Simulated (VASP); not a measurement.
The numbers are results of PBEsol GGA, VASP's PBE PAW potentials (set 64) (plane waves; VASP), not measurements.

The input files of a VASP run:

**INCAR**
```
SYSTEM = ZnS
PREC = Accurate
ENCUT = 180
EDIFF = 1E-04
NELM = 100
ALGO = Normal
LREAL = Auto
LASPH = .TRUE.
ISMEAR = 0
SIGMA = 0.01
GGA = PS
LMAXMIX = 4
LWAVE = .FALSE.
LCHARG = .FALSE.
ISIF = 2
```

### KPOINTS
```
kpoints
0
G
1 1 1
```

**POSCAR**
```
ZnS
1
    3.8582800000     0.0000000000     0.0000000000
   -1.9291400000     3.3413680000     0.0000000000
    0.0000000000     0.0000000000    25.2170320000
Zn S
8 8
Direct
  0.3333330000   0.6666670000   0.7499100000
  0.6666670000   0.3333330000   0.2499100000
  0.3333330000   0.6666670000   0.1247900000
  0.6666670000   0.3333330000   0.6247900000
  0.0000000000   0.0000000000   0.0000400000
  0.0000000000   0.0000000000   0.5000400000
  0.6666670000   0.3333330000   0.8753200000
  0.3333330000   0.6666670000   0.3753200000
  0.0000000000   0.0000000000   0.5937100000
  0.0000000000   0.0000000000   0.0937100000
  0.6666670000   0.3333330000   0.9689900000
  0.3333330000   0.6666670000   0.4689900000
  0.3333330000   0.6666670000   0.2185000000
  0.6666670000   0.3333330000   0.7185000000
  0.6666670000   0.3333330000   0.3439300000
  0.3333330000   0.6666670000   0.8439300000
```

POTCAR, in this order: Zn S (PBE.64 set). Program: vasp_std.

Output

**OSZICAR**
```
       N       E                     dE             d eps       ncg     rms          rms(c)
DAV:   1     0.686691449306E+03    0.68669E+03   -0.37892E+04   172   0.814E+02
DAV:   2     0.396969507391E+02   -0.64699E+03   -0.61366E+03   202   0.239E+02
DAV:   3    -0.151066257743E+02   -0.54804E+02   -0.53790E+02   194   0.687E+01
DAV:   4    -0.162158325137E+02   -0.11092E+01   -0.11060E+01   184   0.102E+01
DAV:   5    -0.162431316971E+02   -0.27299E-01   -0.27276E-01   192   0.129E+00    0.381E+01
DAV:   6    -0.283260622465E+01    0.13411E+02   -0.39199E+01   208   0.660E+01    0.289E+01
DAV:   7    -0.382965555621E+01   -0.99705E+00   -0.30564E+01   192   0.146E+01    0.132E+01
DAV:   8    -0.348331871069E+01    0.34634E+00   -0.36749E+00   186   0.106E+01    0.284E+00
DAV:   9    -0.342031913654E+01    0.63000E-01   -0.40853E-01   184   0.243E+00    0.107E+00
DAV:  10    -0.341664721951E+01    0.36719E-02   -0.40927E-02   196   0.746E-01    0.515E-01
DAV:  11    -0.341820125676E+01   -0.15540E-02   -0.17017E-03   184   0.391E-01    0.312E-01
DAV:  12    -0.341941517305E+01   -0.12139E-02   -0.11626E-03   194   0.246E-01    0.893E-02
DAV:  13    -0.341962314901E+01   -0.20798E-03   -0.35638E-04   160   0.979E-02    0.725E-02
DAV:  14    -0.341964047302E+01   -0.17324E-04   -0.40300E-05    98   0.271E-02
   1 F= -.34196405E+01 E0= -.34196405E+01  d E =-.360333E-12
```

### OUTCAR
```
------------------------ aborting loop because EDIFF is reached ----------------------------------------
  FORCE on cell =-STRESS in cart. coord.  units (eV):
  Direction    XX          YY          ZZ          XY          YZ          ZX
  --------------------------------------------------------------------------------------
  Total      -89.6278949    -89.6278684   -131.4872709     -0.0000000      0.0000000      0.0000000
  in kB     -441.7146043   -441.7144734   -648.0108439     -0.0000000      0.0000000      0.0000000
  external PRESSURE =    -510.4799739 kB  Pullay stress =       0.0000000 kB
  volume of cell :      325.10
      direct lattice vectors                 reciprocal lattice vectors
     3.858280000  0.000000000  0.000000000     0.259182848  0.149639309  0.000000000
    -1.929140000  3.341368000  0.000000000     0.000000000  0.299278619  0.000000000
     0.000000000  0.000000000 25.217032000     0.000000000  0.000000000  0.039655737
  FREE ENERGIE OF THE ION-ELECTRON SYSTEM (eV)
  ---------------------------------------------------
  free  energy   TOTEN  =        -3.4196404730 eV

  energy  without entropy=       -3.4196404730  energy(sigma->0) =       -3.41964047
```
(Selected blocks of OUTCAR.)

At this cut-off the stress carries a Pulay error, which pulls relaxed volumes low.

The structure comes from a computed database's ZnS entry; how it stands against other phases isn't given here. The cell was not relaxed at this level. The k-mesh is coarse (spacing up to 1.88 per Å, 2π included), so the numbers may not be converged in it. The run is one of a series of settings (EDIFF = 1E-04, ENCUT = 180, KPOINTS 1×1×1 Γ-centred mesh against the base run), some of them coarse on purpose.
